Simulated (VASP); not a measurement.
Input:

```
CELL_PARAMETERS angstrom
      2.24797    -3.89361     0.00000
      2.24797     3.89361     0.00000
      0.00000     0.00000     5.11643
ATOMIC_POSITIONS crystal
  Se 0.00000 0.22159 0.66667
  Se 0.77841 0.77841 0.00000
  Se 0.22159 0.00000 0.33333
```

Level of theory: SCAN meta-GGA, VASP's PBE PAW potentials (set 64) (plane waves; VASP 6.6.1). Numerical set-up: 520 eV cut-off, 6×6×5 Γ-centred mesh, Gaussian smearing of 0.050 eV, potentials Se.

Problem. The ions and cell shape at fixed volume are relaxed. Give the cell that the relaxation ends in.

Solution. 
```
CELL_PARAMETERS angstrom
      2.27722    -3.94427     0.00000
      2.27722     3.94427     0.00000
      0.00000     0.00000     4.98584
ATOMIC_POSITIONS crystal
  Se 0.00000 0.21458 0.66667
  Se 0.78542 0.78542 0.00000
  Se 0.21458 0.00000 0.33333
```
Space group P3_121 (152), at a tolerance of 0.03 Å.

Problem. How much energy does the relaxation gain?

Solution. The energy (σ→0) changes by -13.6 meV/atom, in 5 ionic steps.

The compound is Se in the trig structure. This cell is one point of a volume scan, at 1.06 of the reference volume. Symmetry was kept, so distortions that lower it aren't found.
